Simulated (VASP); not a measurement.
Data:

```yaml
crystal:
  lattice:
    - [1.86238, -3.22574, 0.00000]
    - [1.86238, 3.22574, 0.00000]
    - [0.00000, 0.00000, 7.39459]
  atoms:
    - { symbol: Zr, position: [0.00000, 0.00000, 0.00000] }
    - { symbol: S, position: [0.33333, 0.66667, 0.19545] }
    - { symbol: S, position: [0.66667, 0.33333, 0.80455] }
```

Computed with RPBE GGA, VASP's PBE PAW potentials (set 64) (plane waves; VASP). Numerical set-up: 520 eV cut-off, Gaussian smearing of 0.050 eV, potentials Zr_sv S.

Without a dispersion term in the relaxation, distances and binding between the weakly bound layers, chains or molecules are unreliable, and so is what depends on them.

Q: Give the energies of bands 7 to 15 at the high-symmetry points, in eV from the valence-band maximum.

A: 
| band | Γ | M | K | A | L | H |
|---|---|---|---|---|---|---|
| 7 | -3.57 | -3.99 | -3.02 | -3.42 | -4.00 | -3.04 |
| 8 | -2.55 | -2.54 | -3.02 | -2.54 | -2.59 | -3.04 |
| 9 | -2.55 | -2.28 | -2.94 | -2.54 | -2.29 | -2.91 |
| 10 | -0.49 | -2.05 | -1.69 | -0.85 | -2.04 | -1.66 |
| 11 | 0.00 | -1.10 | -1.69 | -0.01 | -0.97 | -1.66 |
| 12 | 0.00 | -0.92 | -1.40 | -0.01 | -0.91 | -1.45 |
| 13 | 1.74 | 1.34 | 2.38 | 1.74 | 1.29 | 2.40 |
| 14 | 1.74 | 3.32 | 3.20 | 1.74 | 3.32 | 3.15 |
| 15 | 2.62 | 3.56 | 3.20 | 2.78 | 3.56 | 3.15 |

The gap is indirect, 1.29 eV, from the valence maximum at Γ to the conduction minimum at L.

Measured: gap 1.70 eV (computed value off by -0.41 eV), as given by Miłosz Rybak et al., Nanomaterials (2022), arXiv:2210.12074.

The compound is ZrS2 in the 1T layered structure. It was relaxed first, which changed the volume by +32 %.
